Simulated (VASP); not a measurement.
```yaml
crystal:
  lattice:
    - [0.00000, 3.09762, 3.09762]
    - [3.09762, 0.00000, 3.09762]
    - [3.09762, 3.09762, 0.00000]
  atoms:
    - { symbol: Cu, position: [0.00000, 0.00000, 0.00000] }
    - { symbol: I, position: [0.25000, 0.25000, 0.25000] }
```

Level of theory: RPBE GGA, VASP's PBE PAW potentials (set 64) (plane waves; VASP). Run with 520 eV cut-off, 8×8×8 Γ-centred mesh, tetrahedra with Blöchl corrections, potentials Cu I.

Unless said otherwise, spin-orbit coupling is left out, though it shifts the bands of the heavy elements here.

Question: Tabulate the total density of states (states/eV per cell) against energy (eV; zero at the valence-band maximum or, without a gap, the Fermi level).

Answer: 
(E (eV), DOS (states/eV)): (-9.96, 0.00); (-9.72, 0.00); (-9.60, 0.00); (-9.36, 0.00); (-9.24, 0.00); (-9.00, 0.00); (-8.88, 0.00); (-8.64, 0.00); (-8.52, 0.00); (-8.28, 0.00); (-8.16, 0.00); (-7.92, 0.00); (-7.80, 0.00); (-7.56, 0.00); (-7.44, 0.00); (-7.20, 0.00); (-6.96, 0.00); (-6.84, 0.00); (-6.60, 0.00); (-6.48, 0.00); (-6.24, 0.00); (-6.12, 0.00); (-5.88, 0.00); (-5.76, 0.00); (-5.52, 0.00); (-5.40, 0.00); (-5.16, 0.28); (-5.04, 2.27); (-4.80, 3.83); (-4.68, 1.29); (-4.44, 0.61); (-4.32, 0.51); (-4.08, 2.49); (-3.84, 2.54); (-3.72, 2.96); (-3.48, 11.3); (-3.36, 8.67); (-3.12, 0.00); (-3.00, 0.00); (-2.76, 0.00); (-2.64, 0.00); (-2.40, 0.00); (-2.28, 0.00); (-2.04, 0.00); (-1.92, 0.00); (-1.68, 9.52); (-1.56, 24.1); (-1.32, 5.61); (-1.08, 5.57); (-0.96, 5.90); (-0.72, 4.41); (-0.60, 3.35); (-0.36, 1.46); (-0.24, 0.87); (0.00, 0.03); (0.12, 0.00); (0.36, 0.00); (0.48, 0.00); (0.72, 0.00); (0.84, 0.00); (1.08, 0.00); (1.20, 0.00); (1.44, 0.01); (1.56, 0.02); (1.80, 0.06); (2.04, 0.12); (2.16, 0.16); (2.40, 0.48); (2.52, 0.68); (2.76, 0.93); (2.88, 1.00); (3.12, 1.84); (3.24, 2.33); (3.48, 2.04); (3.60, 1.69); (3.84, 0.78); (3.96, 0.69); (4.20, 0.67); (4.32, 0.78); (4.56, 1.03)
Within 2 eV below the valence-band maximum the largest weight inside VASP's projection spheres is Cu d.

The compound is CuI in the zinc blende structure. It was relaxed first, which changed the volume by +7 %.
